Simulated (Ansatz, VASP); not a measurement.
# SrHF: VASP beside Ansatz, part 2 of 2

Wanted: the spread between two codes on one cell, functional and k mesh. The cell is taken from a series of runs on this material, whose earlier steps may have relaxed, scaled, displaced or heated it; both programs get it as it stands.

VASP 6.6.1 and Ansatz 0.2.0.

So far: Starting point; Ansatz: dielectric response, PBE.

The structure was built from a prototype and need not be the compound's stable phase.

## (3) VASP: dielectric response, PBE

Level of this step: PBE; plane waves and PAW (Sr_sv, F, H) (VASP).

The same cell, functional and mesh now go to VASP, with its own data sets.

Lines of VASP's logs that name or quote its potential files are left out, and so is its time.

Input file INCAR:

```
SYSTEM = SrHF
PREC = Accurate
ENCUT = 520
EDIFF = 1E-08
NELM = 120
ISMEAR = 0
SIGMA = 0.01
LREAL = .FALSE.
ALGO = Normal
GGA = PE
NBANDS = 24
LORBIT = 11
LWAVE = .FALSE.
LCHARG = .FALSE.
ISIF = 2
LEPSILON = .TRUE.
LASPH = .TRUE.
GGA_COMPAT = .FALSE.
EFERMI = MIDGAP
KPAR = 2
```

Input file POSCAR:

```
SrHF
1.0
    3.7246489044      0.0000000000      0.0000000000
    0.0000000000      3.7246489044      0.0000000000
    0.0000000000      0.0000000000      6.3659313743
Sr F H
2 2 2
Direct
    0.5000000000      0.0000000000      0.7613378125
    0.0000000000      0.5000000000      0.2386621875
    0.5000000000      0.0000000000      0.3662222913
    0.0000000000      0.5000000000      0.6337777087
    0.5000000000      0.5000000000      0.0000000000
    0.0000000000      0.0000000000      0.0000000000
```

Input file KPOINTS:

```
Automatic mesh
0
Gamma
6 6 4
0 0 0
```

The projector-augmented-wave data sets are Sr_sv, F and H (PBE family, release 64).

Run with:

```bash
mpirun -np 2 vasp_std
```

Numbers of over 12 decimals in the logs are rounded to 6 here.

The log of the run:

```text
[banner, memory and clock lines left out]
running    2 mpi-ranks, on    1 nodes
 distrk:  each k-point on    1 cores,    2 groups
 distr:  one band on    1 cores,    1 groups

 POSCAR found type information on POSCAR SrF H
 POSCAR found :  3 types and       6 ions
 LDA part: xc-table for (Slater+PW92), standard interpolation
 POSCAR, INCAR and KPOINTS ok, starting setup
 FFT: planning ... GRIDC
 FFT: planning ... GRID_SOFT
 FFT: planning ... GRID
 WAVECAR not read
 entering main loop
       N       E                     dE             d eps       ncg     rms          rms(c)
DAV:   1     0.218271509955E+03    0.21827E+03   -0.18815E+04  1440   0.139E+03
DAV:   2    -0.140117114880E+02   -0.23228E+03   -0.22869E+03  1712   0.317E+02
DAV:   3    -0.281477456663E+02   -0.14136E+02   -0.14086E+02  2240   0.743E+01
DAV:   4    -0.288075639157E+02   -0.65982E+00   -0.65973E+00  2088   0.107E+01
DAV:   5    -0.288126486852E+02   -0.50848E-02   -0.50847E-02  2048   0.108E+00    0.221E+01
DAV:   6    -0.268668377584E+02    0.19458E+01   -0.68177E+00  1608   0.145E+01    0.157E+01
DAV:   7    -0.266481053194E+02    0.21873E+00   -0.10355E+00  1728   0.579E+00    0.719E+00
DAV:   8    -0.266707159885E+02   -0.22611E-01   -0.29528E-01  1888   0.259E+00    0.860E-01
DAV:   9    -0.266674755743E+02    0.32404E-02   -0.37233E-02  1824   0.928E-01    0.373E-01
DAV:  10    -0.266687958133E+02   -0.13202E-02   -0.28060E-03  1760   0.338E-01    0.962E-02
DAV:  11    -0.266691096113E+02   -0.31380E-03   -0.54723E-04  1640   0.147E-01    0.376E-02
DAV:  12    -0.266691885125E+02   -0.78901E-04   -0.76179E-05  1944   0.549E-02    0.166E-02
DAV:  13    -0.266691998796E+02   -0.11367E-04   -0.16463E-05  1616   0.258E-02    0.697E-03
DAV:  14    -0.266692003884E+02   -0.50882E-06   -0.20856E-06  2072   0.765E-03    0.168E-03
DAV:  15    -0.266692003218E+02    0.66624E-07   -0.15466E-07  1704   0.283E-03    0.629E-04
DAV:  16    -0.266692003050E+02    0.16772E-07   -0.14799E-08  1488   0.807E-04    0.271E-04
DAV:  17    -0.266692003095E+02   -0.44688E-08   -0.33319E-09  1192   0.363E-04
   1 F= -.26669200E+02 E0= -.26669200E+02  d E =0.000000E+00
 Linear response reoptimize wavefunctions to high precision
DAV:   1    -0.266692003169E+02   -0.74306E-08   -0.88401E-10  1064   0.165E-04
DAV:   2    -0.266692003169E+02    0.12278E-10   -0.37240E-10   896   0.906E-05
 Linear response G [H, r] |phi>, progress :
  Direction:   1
       N       E                     dE             d eps       ncg     rms
RMM:   1    -0.119122701015E+03   -0.11912E+03    0.99109E+02  2571   0.133E+02
RMM:   2    -0.121946395819E+03   -0.28237E+01   -0.19935E+01  2814   0.206E+01
RMM:   3    -0.122847725177E+03   -0.90133E+00   -0.58950E+00  3424   0.711E+00
RMM:   4    -0.123052390312E+03   -0.20467E+00   -0.12060E+00  3325   0.279E+00
RMM:   5    -0.123102116767E+03   -0.49726E-01   -0.33613E-01  3509   0.126E+00
RMM:   6    -0.123113903378E+03   -0.11787E-01   -0.85237E-02  3377   0.633E-01
RMM:   7    -0.123116789002E+03   -0.28856E-02   -0.17734E-02  3511   0.350E-01
RMM:   8    -0.123117603225E+03   -0.81422E-03   -0.12069E-02  3405   0.197E-01
RMM:   9    -0.123117972373E+03   -0.36915E-03   -0.16803E-03  3379   0.119E-01
RMM:  10    -0.123118105945E+03   -0.13357E-03   -0.36943E-03  3231   0.714E-02
RMM:  11    -0.123118164633E+03   -0.58688E-04    0.26640E-05  3176   0.474E-02
RMM:  12    -0.123118187804E+03   -0.23171E-04    0.22027E-04  3048   0.318E-02
RMM:  13    -0.123118198262E+03   -0.10458E-04   -0.23539E-04  3009   0.232E-02
RMM:  14    -0.123118201978E+03   -0.37162E-05    0.26593E-03  2856   0.176E-02
RMM:  15    -0.123118205131E+03   -0.31527E-05   -0.28561E-04  2678   0.142E-02
RMM:  16    -0.123118203942E+03    0.11888E-05   -0.56651E-04  2464   0.120E-02
RMM:  17    -0.123118204748E+03   -0.80571E-06   -0.46031E-04  2335   0.107E-02
RMM:  18    -0.123118206652E+03   -0.19042E-05   -0.65996E-04  2242   0.980E-03
RMM:  19    -0.123118205337E+03    0.13151E-05   -0.26464E-04  2173   0.926E-03
RMM:  20    -0.123118205856E+03   -0.51967E-06   -0.43568E-04  2164   0.890E-03
RMM:  21    -0.123118205040E+03    0.81648E-06   -0.86661E-04  2142   0.867E-03
RMM:  22    -0.123118205607E+03   -0.56740E-06   -0.10395E-03  2137   0.852E-03
 Linear response G [H, r] |phi>, progress :
  Direction:   2
       N       E                     dE             d eps       ncg     rms
RMM:   1    -0.120440438879E+03   -0.12044E+03    0.99019E+02  2461   0.131E+02
RMM:   2    -0.126528259725E+03   -0.60878E+01   -0.15520E+01  2621   0.191E+01
RMM:   3    -0.127181890113E+03   -0.65363E+00   -0.43741E+00  3177   0.632E+00
RMM:   4    -0.127336844839E+03   -0.15495E+00   -0.91701E-01  3212   0.260E+00
RMM:   5    -0.127379228739E+03   -0.42384E-01   -0.31870E-01  3362   0.117E+00
RMM:   6    -0.127389876285E+03   -0.10648E-01   -0.98975E-02  3230   0.569E-01
RMM:   7    -0.127392688846E+03   -0.28126E-02    0.95760E-03  3300   0.318E-01
[...]
RMM:  13    -0.532197460126E+00   -0.77631E-07   -0.34615E-06  1909   0.105E-03
RMM:  14    -0.532197480366E+00   -0.20241E-07    0.48782E-07  1645   0.827E-04
RMM:  15    -0.532197496262E+00   -0.15895E-07   -0.17815E-06  1575   0.712E-04
RMM:  16    -0.532197500969E+00   -0.47070E-08   -0.27492E-07  1527   0.620E-04
RMM:  17    -0.532197504605E+00   -0.36366E-08   -0.12076E-06  1487   0.569E-04
[...]
RMM:   3    -0.504887017765E+00    0.10610E-01   -0.37788E-02  4041   0.103E+00    0.872E-01
RMM:   4    -0.533677039341E+00   -0.28790E-01   -0.23348E-02  4136   0.926E-01    0.338E-01
RMM:   5    -0.549332982832E+00   -0.15656E-01   -0.76115E-03  4977   0.347E-01    0.614E-02
RMM:   6    -0.551329775238E+00   -0.19968E-02   -0.13879E-03  5239   0.113E-01    0.573E-02
RMM:   7    -0.553566115628E+00   -0.22363E-02   -0.21662E-04  4764   0.582E-02    0.180E-02
RMM:   8    -0.553825255597E+00   -0.25914E-03   -0.12125E-04  5260   0.274E-02    0.552E-03
RMM:   9    -0.553891489725E+00   -0.66234E-04   -0.51289E-05  5611   0.123E-02    0.238E-03
RMM:  10    -0.553896262845E+00   -0.47731E-05   -0.17546E-05  5596   0.585E-03    0.118E-03
RMM:  11    -0.553893208177E+00    0.30547E-05   -0.25485E-05  5449   0.360E-03    0.175E-03
RMM:  12    -0.553915152018E+00   -0.21944E-04    0.27937E-07  5086   0.249E-03    0.693E-04
RMM:  13    -0.553909558069E+00    0.55939E-05   -0.51131E-06  5295   0.163E-03    0.621E-04
RMM:  14    -0.553911269056E+00   -0.17110E-05   -0.51908E-07  4888   0.117E-03    0.445E-04
RMM:  15    -0.553911623435E+00   -0.35438E-06   -0.28536E-06  4568   0.918E-04    0.375E-04
RMM:  16    -0.553907650713E+00    0.39727E-05   -0.73630E-07  4065   0.798E-04    0.285E-04
RMM:  17    -0.553907765302E+00   -0.11459E-06   -0.13939E-06  3134   0.643E-04    0.280E-04
RMM:  18    -0.553907729179E+00    0.36123E-07   -0.20129E-07  2696   0.580E-04    0.323E-04
 change of polarisation eV/A/(eV/A) component  1 :     0.990    -0.035     0.010
 dielectric tensor                  component  1 :     3.028    -0.072     0.020
 Linear response to external field, progress :
  Direction:   2
       N       E                     dE             d eps       ncg     rms          rms(c)
RMM:   1    -0.499633675172E+00   -0.49963E+00   -0.11065E+00  4801   0.345E+00
RMM:   2    -0.515498248104E+00   -0.15865E-01   -0.82226E-02  4784   0.891E-01    0.135E+00
RMM:   3    -0.504887647649E+00    0.10611E-01   -0.37786E-02  4041   0.103E+00    0.872E-01
RMM:   4    -0.533678118955E+00   -0.28790E-01   -0.23348E-02  4136   0.926E-01    0.338E-01
RMM:   5    -0.549334460839E+00   -0.15656E-01   -0.76119E-03  4977   0.347E-01    0.614E-02
RMM:   6    -0.551331398520E+00   -0.19969E-02   -0.13941E-03  5238   0.113E-01    0.573E-02
RMM:   7    -0.553567667782E+00   -0.22363E-02   -0.18764E-04  4760   0.583E-02    0.179E-02
RMM:   8    -0.553827092068E+00   -0.25942E-03   -0.96149E-05  5271   0.274E-02    0.547E-03
RMM:   9    -0.553890810822E+00   -0.63719E-04   -0.47812E-05  5599   0.122E-02    0.229E-03
RMM:  10    -0.553896718741E+00   -0.59079E-05   -0.10823E-05  5607   0.585E-03    0.110E-03
RMM:  11    -0.553892821776E+00    0.38970E-05   -0.17861E-05  5438   0.362E-03    0.165E-03
RMM:  12    -0.553915896494E+00   -0.23075E-04    0.67787E-07  5098   0.251E-03    0.693E-04
RMM:  13    -0.553909724493E+00    0.61720E-05   -0.35398E-06  5289   0.163E-03    0.539E-04
RMM:  14    -0.553910944683E+00   -0.12202E-05   -0.23810E-07  4779   0.116E-03    0.412E-04
RMM:  15    -0.553913521938E+00   -0.25773E-05   -0.25222E-06  4494   0.923E-04    0.476E-04
RMM:  16    -0.553908796816E+00    0.47251E-05    0.80080E-07  4135   0.819E-04    0.254E-04
RMM:  17    -0.553909153202E+00   -0.35639E-06   -0.12115E-06  3126   0.645E-04    0.207E-04
RMM:  18    -0.553909889659E+00   -0.73646E-06   -0.29699E-07  3094   0.589E-04    0.110E-04
RMM:  19    -0.553910775832E+00   -0.88617E-06   -0.67054E-07  3152   0.553E-04    0.437E-05
RMM:  20    -0.553910984896E+00   -0.20906E-06   -0.66630E-07  2566   0.516E-04    0.262E-05
RMM:  21    -0.553910960606E+00    0.24290E-07   -0.66791E-07  2355   0.497E-04    0.179E-05
RMM:  22    -0.553911014008E+00   -0.53403E-07   -0.86700E-07  2371   0.486E-04    0.101E-05
RMM:  23    -0.553911076126E+00   -0.62117E-07   -0.57437E-07  2366   0.478E-04    0.551E-06
 change of polarisation eV/A/(eV/A) component  2 :    -0.035     0.990     0.015
 dielectric tensor                  component  2 :    -0.072     3.028     0.031
 Linear response to external field, progress :
  Direction:   3
       N       E                     dE             d eps       ncg     rms          rms(c)
RMM:   1    -0.525944289900E+00   -0.52594E+00   -0.12951E+00  2893   0.348E+00
RMM:   2    -0.546364994869E+00   -0.20421E-01   -0.98639E-02  2932   0.917E-01    0.214E+00
RMM:   3    -0.499876480256E+00    0.46489E-01   -0.10978E-02  2693   0.115E+00    0.107E+00
RMM:   4    -0.519603614762E+00   -0.19727E-01   -0.93133E-02  2796   0.941E-01    0.641E-01
RMM:   5    -0.533591945080E+00   -0.13988E-01   -0.61010E-02  3079   0.352E-01    0.110E-01
RMM:   6    -0.535636552919E+00   -0.20446E-02   -0.47602E-02  3207   0.148E-01    0.534E-02
RMM:   7    -0.535708024852E+00   -0.71472E-04   -0.34506E-02  3225   0.645E-02    0.355E-02
RMM:   8    -0.535394621453E+00    0.31340E-03   -0.25666E-02  3131   0.368E-02    0.188E-02
RMM:   9    -0.534861616728E+00    0.53300E-03   -0.19680E-02  3462   0.166E-02    0.477E-03
RMM:  10    -0.534146186248E+00    0.71543E-03   -0.11230E-02  3323   0.852E-03    0.165E-03
RMM:  11    -0.533719158554E+00    0.42703E-03   -0.68869E-03  3688   0.395E-03    0.138E-03
RMM:  12    -0.533384758209E+00    0.33440E-03   -0.39163E-03  3468   0.195E-03    0.798E-04
RMM:  13    -0.533207350369E+00    0.17741E-03   -0.20070E-03  3249   0.122E-03    0.397E-04
RMM:  14    -0.533139729675E+00    0.67621E-04   -0.14088E-03  3167   0.852E-04    0.306E-04
[...]
RMM:  18    -0.533045017205E+00    0.97515E-05   -0.40440E-04  2106   0.479E-04    0.721E-05
RMM:  19    -0.533035719293E+00    0.92979E-05   -0.32402E-04  1803   0.454E-04    0.589E-05
RMM:  20    -0.533031042999E+00    0.46763E-05   -0.26531E-04  1661   0.443E-04    0.474E-05
RMM:  21    -0.533027824139E+00    0.32189E-05   -0.24162E-04  1597   0.434E-04    0.426E-05
RMM:  22    -0.533025425012E+00    0.23991E-05   -0.21161E-04  1594   0.429E-04    0.282E-05
RMM:  23    -0.533023453576E+00    0.19714E-05   -0.19530E-04  1536   0.426E-04    0.220E-05
RMM:  24    -0.533019868396E+00    0.35852E-05   -0.16358E-04  1476   0.424E-04    0.179E-05
RMM:  25    -0.533019204545E+00    0.66385E-06   -0.16102E-04  1458   0.423E-04    0.913E-06
 change of polarisation eV/A/(eV/A) component  3 :     0.018     0.011     0.961
 dielectric tensor                  component  3 :     0.036     0.023     2.969
 Born effective charges drift removed
```

From OUTCAR (step 3):

```text
ion  position               nearest neighbor table
   1  0.500  0.000  0.761-   5 2.40   6 2.40   5 2.40   6 2.40   3 2.52   4 2.76   4 2.76   4 2.76
                             4 2.76   2 4.02   2 4.02   2 4.02   2 4.02   2 4.24   2 4.24   2 4.24
   2  0.000  0.500  0.239-   5 2.40   6 2.40   6 2.40   5 2.40   4 2.52   3 2.76   3 2.76   3 2.76
                             3 2.76   1 4.02   1 4.02   1 4.02   1 4.02   1 4.24   1 4.24   1 4.24
   3  0.500  0.000  0.366-   1 2.52   2 2.76   2 2.76   2 2.76   2 2.76
   4  0.000  0.500  0.634-   2 2.52   1 2.76   1 2.76   1 2.76   1 2.76
   5  0.500  0.500  0.000-   1 2.40   2 2.40   1 2.40   2 2.40
   6  0.000  0.000  0.000-   1 2.40   2 2.40   2 2.40   1 2.40

  LATTYP: Found a simple tetragonal cell.
 ALAT       =     3.7246489044
 C/A-ratio  =     1.7091359582

 Subroutine GETGRP returns: Found 16 space group operations
 (whereof  8 operations were pure point group operations)

The static configuration has the point symmetry D_2d.
 The point group associated with its full space group is D_4h.

 Found     30 irreducible k-points:

   k-points           NKPTS =     30   k-points in BZ     NKDIM =     30   number of bands    NBANDS=     24

   dimension x,y,z NGX =    28 NGY =   28 NGZ =   48
   dimension x,y,z NGXF=    56 NGYF=   56 NGZF=   96

   ENCUT  =  520.0 eV  38.22 Ry    6.18 a.u.   6.93  6.93 11.84*2*pi/ulx,y,z

   NELECT =      36.0000    total number of electrons

 k-points in reciprocal lattice and weights: Automatic mesh
   0.00000000  0.00000000  0.00000000       0.007
   0.16666667  0.00000000  0.00000000       0.028
   0.33333333  0.00000000  0.00000000       0.028
   0.50000000  0.00000000  0.00000000       0.014
   0.16666667  0.16666667  0.00000000       0.028
   0.33333333  0.16666667  0.00000000       0.056
   0.50000000  0.16666667  0.00000000       0.028
   0.33333333  0.33333333  0.00000000       0.028
   0.50000000  0.33333333  0.00000000       0.028
[...]
0.50000000  0.33333333  0.50000000       0.028
   0.50000000  0.50000000  0.50000000       0.007

 average (electrostatic) potential at core
       1 -38.2892       2 -38.2892       3 -77.7824       4 -77.7824       5 -32.1949
       6 -32.1949

  Total        0.0348320      0.0348320      0.1099312      0.0000000      0.0000000     -0.0000000
  in kB        0.6319117      0.6319117      1.9943380      0.0000000      0.0000000     -0.0000000
  external PRESSURE =       1.0860538 kB  Pullay stress =       0.0000000 kB

  energy-cutoff  :      520.00
  volume of cell :       88.31
      direct lattice vectors                 reciprocal lattice vectors
     3.724648904  0.000000000  0.000000000     0.268481681  0.000000000  0.000000000
     0.000000000  3.724648904  0.000000000     0.000000000  0.268481681  0.000000000
     0.000000000  0.000000000  6.365931374     0.000000000  0.000000000  0.157086205

 POSITION                                       TOTAL-FORCE (eV/Angst)
 -----------------------------------------------------------------------------------
      1.86232      0.00000      4.84662         0.000000     -0.000000      0.015254
      0.00000      1.86232      1.51931         0.000000      0.000000     -0.015254
      1.86232      0.00000      2.33135        -0.000000     -0.000000     -0.018848
      0.00000      1.86232      4.03459         0.000000     -0.000000      0.018848
      1.86232      1.86232      0.00000        -0.000000      0.000000     -0.000000
      0.00000      0.00000      0.00000         0.000000     -0.000000     -0.000000
 -----------------------------------------------------------------------------------
    total drift:                                0.000000      0.000000      0.000000

 MACROSCOPIC STATIC DIELECTRIC TENSOR (including local field effects in DFT)
 ------------------------------------------------------
           3.027925     0.000000     0.000000
           0.000000     3.027925    -0.000000
           0.000000     0.000000     2.969342
 ------------------------------------------------------

 PIEZOELECTRIC TENSOR (including local field effects)  for field in x, y, z        (C/m^2)
          XX          YY          ZZ          XY          YZ          ZX
  --------------------------------------------------------------------------------
  x    -0.00000    -0.00000    -0.00000     0.00000     0.00000     0.00000
  y     0.00000     0.00000     0.00000     0.00000     0.00000     0.00000
  z     0.00000     0.00000     0.00000     0.00000     0.00000     0.00000

 BORN EFFECTIVE CHARGES (including local field effects) (in |e|, cummulative output)
 ---------------------------------------------------------------------------------
 ion    1
    1     2.11335     0.00000     0.00000
    2     0.00000     2.11335     0.00000
    3     0.00000     0.00000     2.29205
 ion    2
    1     2.11335     0.00000     0.00000
    2     0.00000     2.11335     0.00000
    3     0.00000     0.00000     2.29205
 ion    3
    1    -1.24002     0.00000     0.00000
    2     0.00000    -1.24002     0.00000
    3     0.00000     0.00000    -1.49940
 ion    4
    1    -1.24002     0.00000     0.00000
    2     0.00000    -1.24002     0.00000
    3     0.00000     0.00000    -1.49940
 ion    5
    1    -0.87332     0.00000     0.00000
    2     0.00000    -0.87332     0.00000
    3     0.00000     0.00000    -0.79265
 ion    6
    1    -0.87332     0.00000     0.00000
    2     0.00000    -0.87332     0.00000
    3     0.00000     0.00000    -0.79265
```

The gap is read on the k-mesh alone, so it is an upper bound where the band edges lie off the mesh.

## (4) Side by side

Known differences besides the potentials themselves: fixed occupations in Ansatz, narrow Gaussian smearing in VASP; VASP's response is taken on the typed mesh, Ansatz refines its own for the field response alone; the cutoff is 420 eV in Ansatz and 520 eV in VASP. Total energies have different zeros and are not compared.

Compared:

```
quantity  Ansatz  VASP  difference
   ε∞ xx    3.03  3.03     -0.06 %
   ε∞ yy    3.03  3.03     -0.06 %
   ε∞ zz    2.97  2.97     -0.01 %
```

## (5) Summary of results

```json
{
  "difference in ε∞ xx (dielectric response, PBE)": "-0.060 %"
}
```

In words: The difference in ε∞ xx is -0.060 % (dielectric response, PBE), within the 5 % picked in this series as the mark of a large difference. 1 further run of this series is not shown here. How closely two codes agree says nothing of how well the functional describes the real material.

[Lines on the potential files, build, host, timing and source positions are cut from VASP's logs without a mark.]

[Logs are printed without paths, hosts, clocks, repeated set-up lines and the standing remarks that a program may print on its own settings, such as how far it seeks lower states.]

[Hosts, paths, dates, database ids (printed as entryN), source tags and the programs' standing remarks are cut or masked in the printed files.]
